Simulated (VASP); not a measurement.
Input of a VASP 6.6.1 run:

The input INCAR:

```
PREC = Accurate
ENCUT = 520
EDIFF = 1E-6
ISMEAR = 0
SIGMA = 0.1
LREAL = False
LASPH = True
NELM = 100
ALGO = Normal
ISIF = 2
LWAVE = False
LCHARG = False
GGA = PE
NBANDS = 26
```

KPOINTS

```
regular mesh
0
Gamma
  4 4 4
```

File POSCAR:

```
RbIr3
1.0
    4.1541361463      0.0000000000      0.0000000000
    0.0000000000      4.1541361463      0.0000000000
    0.0000000000      0.0000000000      4.1541361463
Rb Ir
1 3
Direct
    0.5000000000      0.5000000000      0.5000000000
    0.5000000000      0.0000000000      0.0000000000
    0.0000000000      0.5000000000      0.0000000000
    0.0000000000      0.0000000000      0.5000000000
```

Potentials or basis: VASP PAW PBE potentials, release 64 (Rb_sv, Ir).

Run with:

```bash
$ cat potpaw_PBE.64/Rb_sv/POTCAR potpaw_PBE.64/Ir/POTCAR > POTCAR
$ mpirun -np 1 vasp_std > vasp.out
```

Q: Estimate the pressure.

A: 0.7 GPa.

Q: What does it give for the band gap on the k mesh?

A: None (metal or under the smearing width).

Caveat: the k mesh is coarse (spacing up to 0.38 Å⁻¹), so the values aren't converged. The run has no spin-orbit coupling, so splittings on Ir are missing.
